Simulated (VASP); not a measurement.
# CaZr2N2 (Immm) in VASP: a series of runs

The runs below take CaZr2N2 through single point, relaxation of cell and atoms, with PBE.

All numbers are computed with VASP 6.6.1; they aren't measurements. Logs are shortened: lines on timing, memory, paths and dates and some standing lists are left out, and cuts for length are marked.

**1. Starting point**

Symmetry: Immm, No. 71, orthorhombic system. Conventional cell: a = 3.465 Å, b = 4.539 Å, c = 10.491 Å, α = 90.00°, β = 90.00°, γ = 90.00°. Ca (site symmetry mmm) is surrounded by 4 N at 2.57 Å. Zr (site symmetry mm2) is surrounded by 4 N at 2.20 to 2.27 Å. N (site symmetry mm2) is surrounded by 4 Zr at 2.20 to 2.27 Å.

The cell was built by a generator and needn't be a form met in nature.

**2. Single point, PBE**

Input file INCAR:

```
PREC = Normal
ENCUT = 520
EDIFF = 1E-5
ISMEAR = 0
SIGMA = 0.15
LREAL = Auto
LASPH = T
NELM = 80
ALGO = Fast
ISIF = 2
LWAVE = F
LCHARG = F
GGA = PE
NBANDS = 55
KPAR = 4
```

Input file KPOINTS:

```
regular mesh
0
Gamma
  4 4 4
```

Input file POSCAR:

```
CaZr2N2
1.0
   -1.7325300000      2.2694400000      5.2455900000
    3.4650600000     -4.5388800000     10.4911800000
    1.7325300000      2.2694400000     -5.2455900000
Ca Zr N
2 4 4
Direct
    0.0000000000      0.0000000000      0.0000000000
    0.0000000000      0.5000000000      0.0000000000
    0.6890670000      0.3445335000      0.0000000000
    0.6890670000      0.8445335000      0.0000000000
    0.3109330000      0.1554665000      0.0000000000
    0.3109330000      0.6554665000      0.0000000000
    0.8185290000      0.1592645000      0.5000000000
    0.8185290000      0.6592645000      0.5000000000
    0.1814710000      0.3407355000      0.5000000000
    0.1814710000      0.8407355000      0.5000000000
```

Potentials or basis: VASP PAW PBE potentials, release 64 (Ca_sv, Zr_sv, N).

Run with:

```console
cat potpaw_PBE.64/Ca_sv/POTCAR potpaw_PBE.64/Zr_sv/POTCAR potpaw_PBE.64/N/POTCAR > POTCAR
mpirun -np 4 vasp_std > vasp.out
```

OUTCAR:

```text
PREC = Normal
   ENCUT = 520
   EDIFF = 1E-5
   ISMEAR = 0
   LREAL = Auto
   LASPH = T
   NELM = 80
   ISIF = 2
   GGA = PE

 ion  position               nearest neighbor table
   1  0.000  0.000  0.000-   4 3.26   5 3.26   3 3.48   6 3.48   5 3.48   4 3.48   3 3.48   6 3.48
                             5 3.48   4 3.48
   2  0.000  0.500  0.000-   3 3.26   6 3.26   5 3.48   4 3.48   6 3.48   3 3.48   4 3.48   5 3.48
                             6 3.48   3 3.48
   3  0.689  0.345  0.000-   7 2.20   8 2.20   9 2.27   9 2.27   5 3.13   6 3.13   5 3.13   6 3.13
                             2 3.26   4 3.47   4 3.47   1 3.48   2 3.48   1 3.48   2 3.48
   4  0.689  0.845  0.000-   8 2.20   7 2.20  10 2.27  10 2.27   6 3.13   5 3.13   6 3.13   5 3.13
                             1 3.26   3 3.47   3 3.47   2 3.48   1 3.48   2 3.48   1 3.48
   5  0.311  0.155  0.000-   9 2.20  10 2.20   7 2.27   7 2.27   3 3.13   4 3.13   3 3.13   4 3.13
                             1 3.26   6 3.47   6 3.47   2 3.48   1 3.48   2 3.48   1 3.48
   6  0.311  0.655  0.000-  10 2.20   9 2.20   8 2.27   8 2.27   4 3.13   3 3.13   4 3.13   3 3.13
                             2 3.26   5 3.47   5 3.47   1 3.48   2 3.48   1 3.48   2 3.48
   7  0.819  0.159  0.500-   3 2.20   4 2.20   5 2.27   5 2.27
   8  0.819  0.659  0.500-   4 2.20   3 2.20   6 2.27   6 2.27
   9  0.181  0.341  0.500-   5 2.20   6 2.20   3 2.27   3 2.27
  10  0.181  0.841  0.500-   6 2.20   5 2.20   4 2.27   4 2.27

  LATTYP: Found a base centered monoclinic cell.
 ALAT       =    11.0485971325
 B/A-ratio  =     0.4108105260
 C/A-ratio  =     0.6272398131
 COS(beta)  =    -0.3136199065

  Lattice vectors:

 A1 = (  -1.7325300000,   2.2694400000,   5.2455900000)
 A2 = (  -1.7325300000,  -2.2694400000,   5.2455900000)
 A3 = (   6.9301200000,  -0.0000000000,   0.0000000000)

Analysis of symmetry for initial positions (statically):
=====================================================================
 Subroutine PRICEL returns following result:

  LATTYP: Found a body centered orthorhombic cell.
 ALAT       =     3.4650600000
 B/A-ratio  =     1.3098993957
 C/A-ratio  =     3.0277051480

  Lattice vectors:

 A1 = (  -1.7325300000,   2.2694400000,   5.2455900000)
 A2 = (   1.7325300000,  -2.2694400000,   5.2455900000)
 A3 = (   1.7325300000,   2.2694400000,  -5.2455900000)

   2 primitive cells build up your supercell.

 Routine SETGRP: Setting up the symmetry group for a
 base centered monoclinic supercell.

 Subroutine GETGRP returns: Found  4 space group operations
 (whereof  4 operations were pure point group operations)
 out of a pool of  4 trial point group operations.

The static configuration has the point symmetry C_2h.

Analysis of symmetry for dynamics (positions and initial velocities):
=====================================================================
 Subroutine PRICEL returns following result:

  LATTYP: Found a body centered orthorhombic cell.
 ALAT       =     3.4650600000
 B/A-ratio  =     1.3098993957
 C/A-ratio  =     3.0277051480

  Lattice vectors:

 A1 = (  -1.7325300000,   2.2694400000,   5.2455900000)
 A2 = (   1.7325300000,  -2.2694400000,   5.2455900000)
 A3 = (   1.7325300000,   2.2694400000,  -5.2455900000)

   2 primitive cells build up your supercell.

 Routine SETGRP: Setting up the symmetry group for a
 base centered monoclinic supercell.

 Subroutine GETGRP returns: Found  4 space group operations
 (whereof  4 operations were pure point group operations)
 out of a pool of  4 trial point group operations.

The dynamic configuration has the point symmetry C_2h.

 Subroutine INISYM returns: Found  4 space group operations
 (whereof  4 operations are pure point group operations),
 and found     2 'primitive' translations

----------------------------------------------------------------------------------------

                                     Primitive cell

  volume of cell :      82.5000

  direct lattice vectors                    reciprocal lattice vectors
    -1.732530000  2.269440000  5.245590000     0.000000000  0.220318669  0.095318162
     1.732530000 -2.269440000  5.245590000     0.288595291  0.000000000  0.095318162
     1.732530000  2.269440000 -5.245590000     0.288595291  0.220318669  0.000000000

  length of vectors
     5.972288721  5.972288721  5.972288721     0.240053886  0.303928930  0.363080649

  position of ions in fractional coordinates (direct lattice)
     0.000000000  0.000000000  0.000000000
     0.689067000  0.689067000  0.000000000
     0.310933000  0.310933000  0.000000000
     0.818529000  0.318529000  0.500000000
     0.181471000  0.681471000  0.500000000

  ion indices of the primitive-cell ions
   primitive index   ion index
                 1           1
                 2           4
                 3           5
                 4           7
                 5          10

----------------------------------------------------------------------------------------

 KPOINTS: regular mesh

Automatic generation of k-mesh.
 Grid dimensions read from file:
 generate k-points for:    4    4    4

 Generating k-lattice:

  Cartesian coordinates                     Fractional coordinates (reciprocal lattice)
     0.000000000  0.055079667  0.023829541     0.250000000  0.000000000  0.000000000
     0.036074411  0.000000000  0.011914770     0.000000000  0.250000000  0.000000000
     0.072148823  0.055079667  0.000000000     0.000000000  0.000000000  0.250000000

  Length of vectors
     0.060013471  0.037991116  0.090770162

  Shift w.r.t. Gamma in fractional coordinates (k-lattice)
     0.000000000  0.000000000  0.000000000

 Subroutine IBZKPT returns following result:
 ===========================================

 Found     24 irreducible k-points:

 Following reciprocal coordinates:
            Coordinates               Weight
  0.000000  0.000000  0.000000      1.000000
  0.250000  0.000000  0.000000      4.000000
  0.500000  0.000000  0.000000      2.000000
  0.000000  0.250000 -0.000000      2.000000
  0.250000  0.250000 -0.000000      4.000000
  0.500000  0.250000  0.000000      4.000000
[... 16 lines left out ...]
  0.500000  0.250000  0.500000      2.000000
  0.500000  0.500000  0.500000      1.000000
[... 8 lines left out ...]
 SYSTEM =  unknown system
   PREC   = normal    normal or accurate (medium, high low for compatibility)
   ISTART =      0    job   : 0-new  1-cont  2-samecut
   ICHARG =      2    charge: 1-file 2-atom 10-const
   ISPIN  =      1    spin polarized calculation?
   LNONCOLLINEAR =      F non collinear calculations
   LSORBIT =      F    spin-orbit coupling
   LASPH  =      T    aspherical Exc in radial PAW
   ENCUT  =  520.0 eV  38.22 Ry    6.18 a.u.  11.10 22.21 11.10*2*pi/ulx,y,z
   NELM   =     80;   NELMIN=  2; NELMDL= -5     # of ELM steps
   EDIFF  = 0.1E-04   stopping-criterion for ELM
   LREAL  =      T    real-space projection
   EDIFFG = 0.1E-03   stopping-criterion for IOM
   NSW    =      0    number of steps for IOM
   IBRION =     -1    ionic relax: 0-MD 1-quasi-New 2-CG
   NFREE  =      0    steps in history (QN), initial steepest desc. (CG)
   ISIF   =      2    stress and relaxation
   ISYM   =      2    0-nonsym 1-usesym 2-fastsym
   POTIM  = 0.5000    time-step for ionic-motion
   TEBEG  =    0.0;   TEEND  =   0.0 temperature during run
   PSTRESS=    0.0 pullay stress
   NELECT =      88.0000    total number of electrons
   NUPDOWN=      -1.0000    fix difference up-down
   EMIN   =  10.00;   EMAX   =-10.00  energy-range for DOS
   EFERMI =   0.00;   METHOD = LEGACY
   ISMEAR =     0;   SIGMA  =   0.15  broadening in eV -4-tet -1-fermi 0-gaus
   EFERMI_NEDOS =   21; number of points for ismear=-14 and -15
   IALGO  =     68    algorithm
   IMIX   =      4    mixing-type and parameters
     AMIX     =   0.40;   BMIX     =  1.00
     AMIX_MAG =   1.60;   BMIX_MAG =  1.00
  volume/ion in A,a.u.               =      16.50       111.35
  Fermi-wavevector in a.u.,A,eV,Ry     =   1.327622  2.508842 23.981361  1.762580
  Thomas-Fermi vector in A             =   2.456921
   LORBIT       =      0    0 simple, 1 ext, 2 COOP (PROOUT), +10 PAW based schemes
   GGA     = PE    functional components
   LHFCALC =     F    Hartree Fock is set to
   AEXX    =    0.0000 exact exchange contribution
   IVDW    =     0    specifies the selected vdW correction
   LEPSILON=     F    determine dielectric tensor
   LRPA    =     F    only Hartree local field effects (RPA)
 non-spin polarized calculation
 RMM-DIIS sequential band-by-band and
 Gauss-broadening in eV      SIGMA  =   0.15
  energy-cutoff  :      520.00
  volume of cell :      165.00
 maximum number of plane-waves:      4477
   NGX = 23   NGY = 45   NGZ = 23

 number of electron      88.0000006 magnetization

 Free energy of the ion-electron system (eV)
  ---------------------------------------------------
  ext. energy  EPLUGINS =         0.00000000
  ---------------------------------------------------
  free energy    TOTEN  =       -83.55195473 eV

  energy without entropy =      -83.46586686  energy(sigma->0) =      -83.50891080

 E-fermi :   7.6232     XC(G=0): -10.8683

 val. band max:        7.6050871300   @ k =  -0.2500   0.5000   0.2500
 cond. band min:       7.6416135567   @ k =   0.5000  -0.2500   0.2500
 fundamental gap:      0.0365264267
 Fermi energy:         7.6232418199

 k-point     1 :       0.0000    0.0000    0.0000
  band No.  band energies     occupation
      1     -41.5837      2.00000
      2     -41.4921      2.00000
      3     -41.4908      2.00000
      4     -41.4419      2.00000
      5     -32.7645      2.00000
      6     -32.7404      2.00000
[... 47 lines left out ...]
     54      10.5542      0.00000
     55      10.7398      0.00000

 k-point     2 :       0.2500    0.0000    0.0000
  band No.  band energies     occupation
      1     -41.5628      2.00000
      2     -41.4917      2.00000
      3     -41.4904      2.00000
      4     -41.4625      2.00000
      5     -32.7645      2.00000
      6     -32.7401      2.00000
[... 47 lines left out ...]
     54      10.7776      0.00000
     55      11.0188      0.00000

 k-point     3 :       0.5000    0.0000    0.0000
  band No.  band energies     occupation
      1     -41.5131      2.00000
      2     -41.5118      2.00000
      3     -41.4912      2.00000
      4     -41.4899      2.00000
      5     -32.7645      2.00000
      6     -32.7397      2.00000
[... 1152 lines left out ...]
 k-point    23 :       0.5000    0.2500    0.5000
  band No.  band energies     occupation
      1     -41.5739      2.00000
      2     -41.5213      2.00000
      3     -41.4679      2.00000
      4     -41.4454      2.00000
      5     -32.7616      2.00000
      6     -32.7441      2.00000
[... 47 lines left out ...]
     54      10.8449      0.00000
     55      11.1527      0.00000

 k-point    24 :       0.5000    0.5000    0.5000
  band No.  band energies     occupation
      1     -41.5514      2.00000
      2     -41.5514      2.00000
      3     -41.4529      2.00000
      4     -41.4529      2.00000
      5     -32.7529      2.00000
      6     -32.7529      2.00000
[... 47 lines left out ...]
     54      10.6968      0.00000
     55      11.0687      0.00000

------------------------ aborting loop because EDIFF is reached ----------------------------------------

  FORCE on cell =-STRESS in cart. coord.  units (eV):
  Direction    XX          YY          ZZ          XY          YZ          ZX
  --------------------------------------------------------------------------------------
  -------------------------------------------------------------------------------------
  Total       -0.0265072     -0.3081035      0.6334366      0.0000000      0.0000000      0.0039152
  in kB       -0.2573897     -2.9917371      6.1507763      0.0000000      0.0000000      0.0380168
  external PRESSURE =       0.9672165 kB  Pullay stress =       0.0000000 kB

 VOLUME and BASIS-vectors are now :
 -----------------------------------------------------------------------------
  energy-cutoff  :      520.00
  volume of cell :      165.00
      direct lattice vectors                 reciprocal lattice vectors
    -1.732530000  2.269440000  5.245590000     0.000000000  0.220318669  0.095318162
     3.465060000 -4.538880000 10.491180000     0.144297646  0.000000000  0.047659081
     1.732530000  2.269440000 -5.245590000     0.288595291  0.220318669  0.000000000

 POSITION                                       TOTAL-FORCE (eV/Angst)
 -----------------------------------------------------------------------------------
      0.00000      0.00000      0.00000         0.000000     -0.000000      0.000000
      1.73253     -2.26944      5.24559         0.000000     -0.000000      0.000000
     -0.00000      0.00000      7.22913         0.009416      0.000000     -0.060596
      1.73253     -2.26944     12.47472         0.009416      0.000000     -0.060596
      0.00000     -0.00000      3.26205        -0.009416     -0.000000      0.060596
      1.73253     -2.26944      8.50764        -0.009416      0.000000      0.060596
     -0.00000      2.26944      3.34175        -0.006716     -0.000000      0.110069
      1.73253      0.00000      8.58734        -0.006716     -0.000000      0.110069
      1.73253      0.00000      1.90384         0.006716      0.000000     -0.110069
      3.46506     -2.26944      7.14943         0.006716      0.000000     -0.110069
 -----------------------------------------------------------------------------------
    total drift:                                0.000000      0.000000     -0.000000

  FREE ENERGIE OF THE ION-ELECTRON SYSTEM (eV)
  ---------------------------------------------------
  free  energy   TOTEN  =       -83.5519547343 eV

  energy  without entropy=      -83.4658668641  energy(sigma->0) =      -83.50891080
```

It took 3.7 min on 4 MPI ranks of Intel Xeon Platinum 8559C (Emerald Rapids), shared host; peak memory 0.38 GiB.

Results:

```
Free energy            : -83.5520 eV
Pressure               : 0.1 GPa
Largest force          : 0.110 eV/Å
Band gap on the k mesh : none (metal or under the smearing width)
```

Forces in eV/Å, atoms in the order of the input:
```
Ca   0.000  0.000  0.000
Ca   0.000  0.000  0.000
Zr   0.009  0.000 -0.061
Zr   0.009  0.000 -0.061
Zr  -0.009  0.000  0.061
Zr  -0.009  0.000  0.061
N   -0.007  0.000  0.110
N   -0.007  0.000  0.110
N    0.007  0.000 -0.110
N    0.007  0.000 -0.110
```

Stress tensor (GPa, compression positive):
```
-0.03  0.00  0.00
 0.00 -0.30  0.00
 0.00  0.00  0.62
```

Levels at points of the mesh, in eV from the Fermi level:
```
           k point  band 41  band 42  band 43  band 44  band 45  band 46  band 47  band 48
(0.00, 0.00, 0.00)    -2.25    -1.40    -0.78    -0.72    -0.07     0.97     1.03     1.11
(0.50, 0.00, 0.00)    -1.14    -0.49    -0.22     0.15     0.45     1.51     1.71     2.19
(0.00, 0.50, 0.00)    -1.41    -1.41    -0.82    -0.82    -0.05    -0.05     0.53     0.53
(0.50, 0.50, 0.00)    -0.72    -0.72     0.10     0.10     0.32     0.32     1.84     1.84
(0.50, 0.00, 0.50)    -1.73    -1.40    -0.78    -0.72     0.03     0.17     0.51     0.97
(0.50, 0.50, 0.50)    -1.48    -1.48    -0.89    -0.89    -0.63    -0.63    -0.07    -0.07
```

Caveat: the k mesh is coarse (spacing up to 0.57 Å⁻¹), so the values aren't converged.

**3. Relaxation of cell and atoms, PBE**

This run uses another cell than the first one, of 15.88 Å³/atom, 0.963 times its volume.

Edit INCAR of step 2 so:

```diff
@@ -9,3 +9,3 @@
 ALGO = Fast
-ISIF = 2
+ISIF = 3
 LWAVE = F
@@ -13,3 +13,6 @@
 GGA = PE
-NBANDS = 55
+IBRION = 2
+NSW = 110
+EDIFFG = -0.03
+ISYM = 0
 KPAR = 4
```

KPOINTS is that of step 2.

Input file POSCAR:

```
CaZr2N2
1.0
   -1.7940490100      2.1944512600      5.1195431300
    3.3426409000     -4.6020351700     10.2502251300
    1.7841546600      2.2934640600     -5.1656477400
Ca Zr N
2 4 4
Direct
    0.0086422500      0.0013748900      0.0024884300
    0.9913873000      0.4977620300      0.9928986700
    0.6890687800      0.3586807200      0.0184303700
    0.6810278700      0.8451366300      0.0006165800
    0.3173987300      0.1657138100      0.0363123000
    0.2917126800      0.6574420000      0.9792208400
    0.8407120000      0.1689618700      0.5142939400
    0.8280616600      0.6631069500      0.5077532100
    0.1829125500      0.3504964600      0.5244171000
    0.1765161600      0.8410000900      0.4964860500
```

Potentials or basis: VASP PAW PBE potentials, release 64 (Ca_sv, Zr_sv, N).

Run with:

```console
cat potpaw_PBE.64/Ca_sv/POTCAR potpaw_PBE.64/Zr_sv/POTCAR potpaw_PBE.64/N/POTCAR > POTCAR
mpirun -np 4 vasp_std > vasp.out
```

Run time: 23 min. Hardware: 4 MPI ranks of Intel Xeon Platinum 8559C (Emerald Rapids), shared host; peak memory 0.45 GiB.

The run converged. Its results:

* Free energy: -83.5520 eV
* Relaxed volume: 16.46 Å³/atom
* Relaxed cell: a = 5.985 Å, b = 11.962 Å, c = 5.984 Å, α = 146.44°, β = 135.53°, γ = 56.85°
* Space group after relaxing (to 0.05 Å): Immm (No. 71)
* Energy gained by relaxing: 51.2 meV/atom
* Ionic steps: 13
* Pressure after relaxing: 0.1 GPa
* Largest force after relaxing: 0.026 eV/Å
* Band gap on the k mesh: none (metal or under the smearing width)

Forces on the atoms (eV/Å):
```
Ca   0.003 -0.011 -0.012
Ca   0.016  0.011 -0.003
Zr  -0.008  0.005 -0.003
Zr   0.007  0.004  0.002
Zr  -0.016 -0.008  0.008
Zr  -0.002  0.009  0.016
N   -0.016  0.007  0.013
N    0.003 -0.001  0.010
N    0.021 -0.007 -0.014
N   -0.008 -0.009 -0.017
```

The path:
| step | energy change (eV) | largest force (eV/Å) | pressure (GPa) | volume (Å³) |
| --- | --- | --- | --- | --- |
| 1 | 0.0000 | 2.0491 | 5.65 | 158.83 |
| 2 | -0.2223 | 0.8087 | -7.31 | 172.03 |
| 3 | -0.3478 | 0.9435 | -2.99 | 166.75 |
| 4 | -0.4884 | 0.2992 | 0.86 | 163.29 |
| 5 | -0.4890 | 0.2735 | 0.56 | 163.49 |
| 6 | -0.5045 | 0.1590 | -0.07 | 164.37 |
| 7 | -0.5066 | 0.1181 | -0.41 | 164.86 |
| 8 | -0.5099 | 0.0742 | 0.48 | 164.19 |
| 9 | -0.5101 | 0.0716 | 0.31 | 164.31 |
| 10 | -0.5118 | 0.0371 | -0.06 | 164.79 |
| 11 | -0.5118 | 0.0358 | -0.08 | 164.79 |
| 12 | -0.5118 | 0.0382 | -0.10 | 164.77 |
| 13 | -0.5120 | 0.0258 | 0.08 | 164.63 |

Final structure:
```cif
data_structure
_symmetry_space_group_name_H-M 'P 1'
_symmetry_Int_Tables_number 1
_cell_length_a 5.9848
_cell_length_b 11.9621
_cell_length_c 5.9844
_cell_angle_alpha 146.441
_cell_angle_beta 135.533
_cell_angle_gamma 56.850
_cell_volume 164.63
loop_
_atom_site_label
_atom_site_type_symbol
_atom_site_fract_x
_atom_site_fract_y
_atom_site_fract_z
_atom_site_occupancy
Ca1 Ca 0.00130 0.00483 0.00735 1
Ca2 Ca 0.00024 0.50466 0.00618 1
Zr1 Zr 0.68933 0.34932 0.00733 1
Zr2 Zr 0.68949 0.84926 0.00710 1
Zr3 Zr 0.31220 0.16097 0.00813 1
Zr4 Zr 0.31179 0.66062 0.00724 1
N1 N 0.82038 0.16511 0.50789 1
N2 N 0.82033 0.66482 0.50715 1
N3 N 0.18100 0.34475 0.50679 1
N4 N 0.18138 0.84534 0.50778 1
```

Levels at points of the mesh, in eV from the Fermi level:
| k point | band 41 | band 42 | band 43 | band 44 | band 45 | band 46 | band 47 | band 48 |
| --- | --- | --- | --- | --- | --- | --- | --- | --- |
| (0.00, 0.00, 0.00) | -2.25 | -1.42 | -0.75 | -0.75 | -0.02 | 0.98 | 1.02 | 1.03 |
| (0.50, 0.00, 0.00) | -1.13 | -0.46 | -0.20 | 0.17 | 0.42 | 1.53 | 1.62 | 2.23 |
| (0.00, 0.50, 0.00) | -1.38 | -1.38 | -0.81 | -0.81 | -0.08 | -0.07 | 0.49 | 0.49 |
| (0.50, 0.50, 0.00) | -0.71 | -0.71 | 0.10 | 0.10 | 0.30 | 0.30 | 1.89 | 1.89 |
| (0.00, 0.00, 0.50) | -1.13 | -0.46 | -0.20 | 0.17 | 0.42 | 1.53 | 1.62 | 2.23 |
| (0.50, 0.00, 0.50) | -1.72 | -1.42 | -0.75 | -0.75 | 0.08 | 0.12 | 0.48 | 1.03 |
| (0.00, 0.50, 0.50) | -0.71 | -0.71 | 0.10 | 0.10 | 0.29 | 0.30 | 1.89 | 1.89 |
| (0.50, 0.50, 0.50) | -1.46 | -1.46 | -0.91 | -0.91 | -0.60 | -0.60 | -0.10 | -0.09 |

Caveat: the k mesh is coarse (spacing up to 0.58 Å⁻¹), so the values aren't converged.
